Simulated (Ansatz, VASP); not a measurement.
**TaH3Br2 in VASP and in Ansatz**

File INCAR:

```
  PREC = Accurate
  ENCUT = 520
  EDIFF = 1E-6
  ISMEAR = 0
  SIGMA = 0.1
  LREAL = False
  LASPH = True
  NELM = 150
  ALGO = Normal
  ISIF = 2
  LWAVE = False
  LCHARG = True
  ISPIN = 2
  MAGMOM = 1 0 0 0 0 0
  LORBIT = 11
  LMAXMIX = 4
  GGA = PE
  LELF = True
  LVHAR = True
  NBANDS = 27
```

The input KPOINTS:

```
regular mesh
0
Gamma
  6 6 2
```

File POSCAR:

```
TaH3Br2
1.0
    3.4577954500      0.0000000000      0.0000000000
    0.0000000000      3.4577954500      0.0000000000
    0.0000000000      0.0000000000     10.9491566500
Ta H Br
1 3 2
Direct
    0.0000000000      0.0000000000      0.0000000000
    0.5000000000      0.5000000000      0.1787200000
    0.5000000000      0.5000000000      0.5000000000
    0.5000000000      0.5000000000      0.8212800000
    0.0000000000      0.0000000000      0.3334420000
    0.0000000000      0.0000000000      0.6665580000
```

Input for Ansatz:

```yaml
crystal:
  lattice:
    - [3.45779545, 0.0, 0.0]
    - [0.0, 3.45779545, 0.0]
    - [0.0, 0.0, 10.94915665]
  atoms:
    - { symbol: Ta, position: [0.0, 0.0, 0.0], spin: 1.0 }
    - { symbol: H, position: [0.5, 0.5, 0.17872] }
    - { symbol: H, position: [0.5, 0.5, 0.5] }
    - { symbol: H, position: [0.5, 0.5, 0.82128] }
    - { symbol: Br, position: [0.0, 0.0, 0.333442] }
    - { symbol: Br, position: [0.0, 0.0, 0.666558] }
basis:
  ecutwfc: 420
kpoints:
  mp_grid: { grid: [6, 6, 2] }
hamiltonian:
  xc: pbe
scf:
  occupations: { method: gaussian, width: 0.1 }
  lower_state_search: "off"
output:
  forces: true
  stress: true
  eigenvalues: true
  populations: true
magnetization:
  spin_polarized: true
```

Change from the starting cell: species swapped into the Pr3MgAl2 type (P4/mmm, No. 123).

Alike in both runs: task single point; functional PBE; k mesh 6 × 6 × 2; occupations gaussian, width 0.1 eV; collinear spin.

|  | VASP | Ansatz |
| --- | --- | --- |
| version | VASP 6.6.1 | Ansatz 0.2.0 |
| potentials or method | VASP PAW PBE potentials, release 64 (Ta_pv, H, Br) | scalar-relativistic, plane waves, PAW |
| plane-wave cutoff (eV) | 520 | 420 |
| valence electrons in the cell | 28 | 30 |

```tsv
	VASP	Ansatz	Ansatz less VASP
gap on the k mesh at the Fermi level (eV)	none	none	-
pressure (GPa)	-13.3	-13.1	+0.22
largest component of the traceless stress (GPa)	1.53	1.73	+0.196
rms of the force components (eV/Å)	0.533	0.526	-0.0075
net moment per atom (μB)	0.07	0.12	+0.046
size of the moment on the site where the two differ most (μB)	0.31	0.69	+0.382
```

Site moments also hang on the region over which each program counts them. Atom by atom the forces differ by 0.011 eV/Å (rms over components). A gap of «none» marks a metal or a gap that the smearing closes. The two sets of potentials don't hold the same shells in valence.

Caveats: forces of over 1 eV/Å show positions far from the minimum, so gaps and moduli don't describe the material at rest. The runs have no spin-orbit coupling, so splittings on Ta are missing.
